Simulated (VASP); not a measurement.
Input:

```
CELL_PARAMETERS angstrom
      2.89757     0.00000     0.00000
      0.00000     2.89757     0.00000
      0.00000     0.00000     2.89757
ATOMIC_POSITIONS crystal
  Hf 0.00000 0.00000 0.00000
```

Calculation: r2SCAN meta-GGA, VASP's PBE PAW potentials (set 64) (plane waves; VASP 6.6.1). Numerical set-up: 400 eV cut-off, 14×14×14 Γ-centred mesh, tetrahedra with Blöchl corrections, potentials Hf_pv.

Problem. Give the energies of bands 4 to 8 at the high-symmetry points, in eV from the Fermi level.

Solution. 
```
band      Γ      X      M      R
----  -----  -----  -----  -----
4     -6.88  -3.23  -3.00  -1.25
5     -1.54  -0.57  -0.58  -1.25
6     -1.54  -0.31   4.22  -1.25
7      7.01   3.44   4.22   7.20
8      7.01   3.44   4.62   9.39
```

It has no gap at this level: it comes out as a metal or semimetal.

The structure was generated: Hf was put into the simple-cubic type (Pm-3m), which need not be its known phase. It was relaxed first.
